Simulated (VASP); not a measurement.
Input:

```xyz
3
Lattice="0.0000 2.6813 2.6813 2.6813 0.0000 2.6813 2.6813 2.6813 0.0000" Properties=species:S:1:pos:R:3 pbc="T T T"
Cd     5.3625     5.3625     5.3625
F      1.3406     1.3406     1.3406
F      4.0219     4.0219     4.0219
```

These are AM05 GGA, VASP's PBE PAW potentials (set 64) (plane waves; VASP) values and carry that method's errors. Run with 520 eV cut-off, 7×7×7 Γ-centred mesh, Gaussian smearing of 0.050 eV, potentials Cd F.

### Question
Give the stress tensor in GPa (positive for a compressed cell).

### Answer

```
3.42  0.00  0.00
0.00  3.42  0.00
0.00  0.00  3.42
```
The pressure is its mean diagonal, 3.42 GPa.

The compound is CdF2 in the fluorite structure. This cell is one point of a volume scan, at 0.97 of the reference volume.
